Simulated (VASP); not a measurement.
YbRu:

```
Yb Ru
1.0
     0.00000    2.77452    2.77452
     2.77452    0.00000    2.77452
     2.77452    2.77452    0.00000
Yb Ru
1 1
Direct
  0.50000 0.50000 0.50000
  0.00000 0.00000 0.00000
```

The cell was built by a generator and needn't be a form met in nature.

Base run:

| Quantity | Value |
| --- | --- |
| Program | VASP 6.6.1 |
| Functional | PBE |
| Potentials or basis | VASP PAW PBE potentials, release 64 (Yb, Ru_pv) |
| Cutoff | 520 eV |
| k mesh | 8 × 8 × 8 |
| Occupations | fermi-dirac, width 0.05 eV |
| Spin | collinear spin, ferromagnetic start |
| Starting moments | [1.0, 1.0] μB |

Its results: pressure 0.7 GPa; net moment 1.05 μB per cell; site moments Yb +0.28; Ru +0.77 μB.

Question: The run is repeated on the same cell with these changes: k mesh from 8 × 8 × 8 to 6 × 6 × 6. What comes out?

Answer: Pressure 0.6 GPa; net moment 0.95 μB per cell; site moments Yb +0.24; Ru +0.71 μB.

Not every run made on this cell is shown here.
